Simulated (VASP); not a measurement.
All values below come from r2SCAN meta-GGA, VASP's PBE PAW potentials (set 64) (plane waves; VASP 6.6.1).

VASP ran on this input.

### KPOINTS_OPT
```
k-points along high-symmetry lines
10
Line-mode
Reciprocal
  0.000000   0.000000   0.000000 ! GAMMA
 -0.500000  -0.500000   0.000000 ! X

 -0.500000  -0.500000   0.000000 ! X
 -0.375000  -0.375000   0.250000 ! U

 -0.375000   0.000000   0.375000 ! K
  0.000000   0.000000   0.000000 ! GAMMA

  0.000000   0.000000   0.000000 ! GAMMA
  0.000000   0.000000   0.500000 ! L

  0.000000   0.000000   0.500000 ! L
 -0.500000  -0.250000   0.250000 ! W

 -0.500000  -0.250000   0.250000 ! W
 -0.500000  -0.500000   0.000000 ! X
```

**KPOINTS**
```
Automatic mesh
0
gamma
16 16 16
```

INCAR:
```
! general
SYSTEM =CrN
PREC   =Accurate
ENCUT  =520
LREAL  =.FALSE.
LASPH  =.TRUE.

! electronic loop
EDIFF  =1E-7
NELM   =100
ALGO   =Normal
LMAXMIX=4
LMIXTAU=.TRUE.

! smearing
ISMEAR =-5

! functional
METAGGA=R2SCAN

! spin
ISPIN  =2
MAGMOM =2.3 -0.1

! ions
ISIF   =2

! output
LWAVE  =.FALSE.
LCHARG =.FALSE.
LORBIT =11
NEDOS  =601
```

**POSCAR**
```
CrN
1
    0.0000000000     2.1983703277     2.1983703277
    2.1983703277    -0.0000000000     2.1983703277
    2.1983703277     2.1983703277     0.0000000000
Cr N
1 1
Direct
  0.0000000000   0.0000000000   0.0000000000
  0.2500000000   0.2500000000   0.2500000000
```

POTCAR, in this order: Cr_pv N (PBE.64 set). Program: vasp_std.

The resulting files:

OSZICAR:
```
       N       E                     dE             d eps       ncg     rms          rms(c)
DAV:   1     0.137343373670E+03    0.13734E+03   -0.98431E+03  7540   0.144E+03
DAV:   2    -0.252751085099E+02   -0.16262E+03   -0.15452E+03  7785   0.390E+02
DAV:   3    -0.343105967662E+02   -0.90355E+01   -0.88797E+01  9091   0.101E+02
DAV:   4    -0.344951767760E+02   -0.18458E+00   -0.18382E+00  9019   0.139E+01
DAV:   5    -0.344984239853E+02   -0.32472E-02   -0.32435E-02 10078   0.162E+00    0.252E+01
DAV:   6    -0.263744738297E+02    0.81240E+01   -0.43621E+01  8830   0.939E+01    0.165E+01
DAV:   7    -0.254924864812E+02    0.88199E+00   -0.10164E+01  8033   0.507E+01    0.723E+00
DAV:   8    -0.255414162868E+02   -0.48930E-01   -0.47956E-01  8473   0.806E+00    0.377E+00
DAV:   9    -0.255565003748E+02   -0.15084E-01   -0.13421E-01  9205   0.399E+00    0.283E+00
DAV:  10    -0.255608893131E+02   -0.43889E-02   -0.12181E-02  8395   0.135E+00    0.178E+00
DAV:  11    -0.255600854966E+02    0.80382E-03   -0.20754E-03  9030   0.487E-01    0.121E+00
DAV:  12    -0.255607243014E+02   -0.63880E-03   -0.22839E-03  9779   0.471E-01    0.143E-01
DAV:  13    -0.255608888047E+02   -0.16450E-03   -0.36531E-04  7590   0.211E-01    0.115E-01
DAV:  14    -0.255608892136E+02   -0.40883E-06   -0.39852E-05  8311   0.588E-02    0.448E-02
DAV:  15    -0.255608883947E+02    0.81887E-06   -0.14833E-05  9055   0.406E-02    0.334E-02
DAV:  16    -0.255608908772E+02   -0.24825E-05   -0.21085E-06  8000   0.171E-02    0.382E-03
DAV:  17    -0.255608906951E+02    0.18212E-06   -0.40988E-07  8050   0.617E-03    0.256E-03
DAV:  18    -0.255608907424E+02   -0.47374E-07   -0.66017E-08  4877   0.294E-03
   1 F= -.25560891E+02 E0= -.25560891E+02  d E =0.000000E+00  mag=     2.1427
       N       E                     dE             ncg
```

File OUTCAR:
```
------------------------ aborting loop because EDIFF is reached ----------------------------------------
  FORCE on cell =-STRESS in cart. coord.  units (eV):
  Direction    XX          YY          ZZ          XY          YZ          ZX
  --------------------------------------------------------------------------------------
  Total        0.0147601      0.0147601      0.0147601      0.0000000      0.0000000     -0.0000000
  in kB        1.1129265      1.1129265      1.1129265      0.0000000      0.0000000     -0.0000000
  external PRESSURE =       1.1129265 kB  Pullay stress =       0.0000000 kB
  volume of cell :       21.25
      direct lattice vectors                 reciprocal lattice vectors
     0.000000000  2.198370328  2.198370328    -0.227441207  0.227441207  0.227441207
     2.198370328  0.000000000  2.198370328     0.227441207 -0.227441207  0.227441207
     2.198370328  2.198370328  0.000000000     0.227441207  0.227441207 -0.227441207
 POSITION                                       TOTAL-FORCE (eV/Angst)
 -----------------------------------------------------------------------------------
      0.00000      0.00000      0.00000         0.000000      0.000000      0.000000
      1.09919      1.09919      1.09919        -0.000000     -0.000000     -0.000000
 -----------------------------------------------------------------------------------
    total drift:                               -0.000005     -0.000005     -0.000005
  FREE ENERGIE OF THE ION-ELECTRON SYSTEM (eV)
  ---------------------------------------------------
  free  energy   TOTEN  =       -25.5608907424 eV

  energy  without entropy=      -25.5608907424  energy(sigma->0) =      -25.56089074

 total charge

# of ion       s       p       d       tot
------------------------------------------
    1        0.604   6.389   4.229  11.222
    2        1.272   2.519   0.000   3.790
--------------------------------------------------
tot          1.876   8.907   4.229  15.012

 magnetization (x)

# of ion       s       p       d       tot
------------------------------------------
    1        0.148   0.015   2.163   2.326
    2       -0.010  -0.122   0.000  -0.132
--------------------------------------------------
tot          0.138  -0.107   2.163   2.194
```
(Selected blocks of OUTCAR.)

For a metal the tetrahedron method with Blöchl corrections gives inexact stress and forces.

The structure was generated: CrN was put into the zinc blende type (F-43m), which need not be its known phase. It was relaxed first, which changed the volume by -25 %.
